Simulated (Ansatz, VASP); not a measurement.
# Cross-check of LiRu between VASP and Ansatz, part 2 of 2

Aim: how closely do two programs agree when they are given the same cell, functional and k mesh? The cell is invented: As first built, before any earlier steps moved the atoms (in the runner's words): it takes the LiPd structure with some of its atoms replaced by other elements, volume scaled by an estimate. It may not be a known or stable phase. The cell is taken from a series of VASP runs on this material, whose earlier steps may have relaxed, scaled or displaced it; both programs get it as it stands.

VASP 6.6.1 and Ansatz 0.2.0.

So far: The structure; Ansatz: band structure, revPBE; VASP: band structure, revPBE; Side by side.

## (5) Ansatz: single point, revPBE

Level of this step: Ansatz beside VASP: Kohn-Sham DFT, plane waves, revPBE (Ansatz).

A single point gives forces, pressure and levels at one fixed geometry, so differences don't come from the geometry; what else differs is listed under the comparison.

The cell is taken from a series of VASP runs on this material, whose earlier steps may have relaxed, scaled or displaced it; both programs get it as it stands.

Contents of input.yaml:

```yaml
crystal:
  lattice:
    - [2.9133457172, 0.0, 0.0]
    - [0.0, 2.9133457172, 0.0]
    - [0.0, 0.0, 2.9133457172]
  atoms:
    - { symbol: Ru, position: [0.5, 0.5, 0.5] }
    - { symbol: Li, position: [0.0, 0.0, 0.0] }
hamiltonian:
  xc: revpbe
  pseudopotentials: { kind: paw }
kpoints:
  mp_grid: { grid: [11, 11, 11] }
scf:
  occupations: { method: tetrahedron }
output:
  forces: true
  stress: true
  write_density: true
  write_potential: true
  elf: true
  volumetric_format: npy
```

On the command line:

```sh
$ ansatz run input.yaml --threads 2 --pin off --max-ram 4608MiB --backend cpu --events-out ev --progress --plain --runs-dir out
```

Numbers of over 12 decimals in the logs are rounded to 6 here.

Output:

```text
Warning: output.forces, output.stress, relax.cell or npt_langevin: where a Kohn–Sham band that disperses or a degenerate level is filled in part under the method tetrahedron, the forces or the stress that this run publishes need not agree with its energy (scf.occupations.method in the input reference, under Limitations); prefer a smearing scheme for the forces or the stress
[...]
--- Band table (eV; the first three rows and the last of 56) ---
  k-point 0: bands = [... 6 lower, 10.5368, 10.5368, 14.3340, 14.3340, 14.3340, 22.8912, 22.8912, 22.8912]
  k-point 1: bands = [... 6 lower, 10.5749, 10.6458, 14.1733, 14.1733, 14.3459, 22.3134, 23.2068, 23.2068]
  k-point 2: bands = [... 6 lower, 10.6795, 11.0097, 13.7799, 13.7799, 14.3781, 21.0330, 24.0676, 24.0676]
  k-point 55: bands = [... 6 lower, 10.2789, 10.2789, 15.3636, 15.3636, 20.0155, 21.0760, 21.0760, 24.8922]
[key lines of the parts left out:]
SCF converged after 6 iterations
Free energy (F): -6087.930140 eV
Fermi energy:    13.663858 eV
P = ⅓ Tr σ = 0.3116 GPa (3.116 kbar)
```

The job ended after 1 s (2 threads of Arm Neoverse V2, shared host; peak memory 0.28 GiB; 1.5 s of CPU time).

The run ends at a pressure of 0.31 GPa.

## (6) VASP: single point, revPBE

The same cell, functional, mesh and smearing now go to VASP, with its own data sets and cutoff.

Contents of INCAR:

```
SYSTEM = LiRu
PREC = Accurate
ENCUT = 650
EDIFF = 1E-06
NELM = 100
ISMEAR = -5
SIGMA = 0.05
LREAL = .FALSE.
ALGO = Normal
GGA = RE
NBANDS = 20
LORBIT = 11
LWAVE = .FALSE.
LCHARG = .FALSE.
NEDOS = 2001
```

Contents of POSCAR:

```
LiRu
1.0
    2.9133457172      0.0000000000      0.0000000000
    0.0000000000      2.9133457172      0.0000000000
    0.0000000000      0.0000000000      2.9133457172
Ru Li
1 1
Direct
    0.5000000000      0.5000000000      0.5000000000
    0.0000000000      0.0000000000      0.0000000000
```

Contents of KPOINTS:

```
Automatic mesh
0
Gamma
11 11 11
0 0 0
```

The projector-augmented-wave data sets are Ru_pv and Li_sv (PBE family, release 64).

On the command line:

```sh
$ mpirun -np 1 vasp_std
```

Output:

```text
[banner, memory and clock lines left out]
running    1 mpi-ranks, on    1 nodes
[...]
[... a notice as in an earlier step ...]

 LDA part: xc-table for (Slater+PW92), standard interpolation
 POSCAR, INCAR and KPOINTS ok, starting setup
[...]
entering main loop
       N       E                     dE             d eps       ncg     rms          rms(c)
DAV:   1     0.158814407782E+03    0.15881E+03   -0.95728E+03  2248   0.101E+03
DAV:   2    -0.616300350128E+01   -0.16498E+03   -0.15642E+03  2480   0.300E+02
DAV:   3    -0.100769438386E+02   -0.39139E+01   -0.38530E+01  3116   0.462E+01
DAV:   4    -0.101567292729E+02   -0.79785E-01   -0.79688E-01  2520   0.591E+00
[...]
DAV:  10    -0.933498833759E+01   -0.16185E-04   -0.42006E-05  2488   0.533E-02    0.338E-03
DAV:  11    -0.933499091345E+01   -0.25759E-05   -0.17977E-06  2672   0.111E-02    0.132E-03
DAV:  12    -0.933499002346E+01    0.88999E-06   -0.22259E-07  1964   0.388E-03
   1 F= -.93349900E+01 E0= -.93349900E+01  d E =0.000000E+00
|                                                                             |
|           W    W    AA    RRRRR   N    N  II  N    N   GGGG   !!!           |
|           W    W   A  A   R    R  NN   N  II  NN   N  G    G  !!!           |
|           W    W  A    A  R    R  N N  N  II  N N  N  G       !!!           |
|           W WW W  AAAAAA  RRRRR   N  N N  II  N  N N  G  GGG   !            |
|           WW  WW  A    A  R   R   N   NN  II  N   NN  G    G                |
|           W    W  A    A  R    R  N    N  II  N    N   GGGG   !!!           |
|                                                                             |
|     Tetrahedron method does not include variations of the Fermi             |
|     occupations, so forces and stress will be inaccurate. We suggest        |
|     using a different smearing scheme ISMEAR = 1 or 2 for metals in         |
|     relaxations.                                                            |
|                                                                             |
```

From OUTCAR (step 6):

```text
  Total        0.0301448      0.0301448      0.0301448      0.0000000      0.0000000      0.0000000
  in kB        1.9532017      1.9532017      1.9532017      0.0000000      0.0000000      0.0000000
  external PRESSURE =       1.9532017 kB  Pullay stress =       0.0000000 kB

  FREE ENERGIE OF THE ION-ELECTRON SYSTEM (eV)
  ---------------------------------------------------
  free  energy   TOTEN  =        -9.3349900235 eV

  energy  without entropy=       -9.3349900235  energy(sigma->0) =       -9.33499002

[... 2 parts as in an earlier step ...]

[... 2 further parts left out ...]
[key lines of the parts left out:]
E-fermi :   7.4587
```

The DOS at the Fermi level is high for the number of transition-metal atoms. It is one value on this mesh and may be a narrow spike; if it stands, a magnetic instability is possible, which a run without spin can't show.

## (7) Side by side

The two programs side by side:

| quantity | Ansatz | VASP | difference |
| --- | --- | --- | --- |
| pressure (GPa) | 0.31 | 0.20 | +0.12 |

Ansatz's pressure holds a Pulay correction of 0.04 GPa; VASP's holds none.

## (8) Results

| Item | Value |
| --- | --- |
| r.m.s. difference of levels near the Fermi level (band structure, revPBE) | 2.3 meV |
| difference in pressure (single point, revPBE) | 0.12 GPa |

What this shows: The difference in pressure is 0.12 GPa (single point, revPBE), within the 1 GPa picked in this series as the mark of a large difference. How closely two codes agree says nothing of how well the functional describes the real material.

[Lines on the potential files, build, host, timing and source positions are cut from VASP's logs without a mark.]

[Logs are printed without paths, hosts, clocks, repeated set-up lines and the standing remarks that a program may print on its own settings, such as how far it seeks lower states.]

[Hosts, paths, dates, database ids (printed as entryN), source tags and the programs' standing remarks are cut or masked in the printed files.]
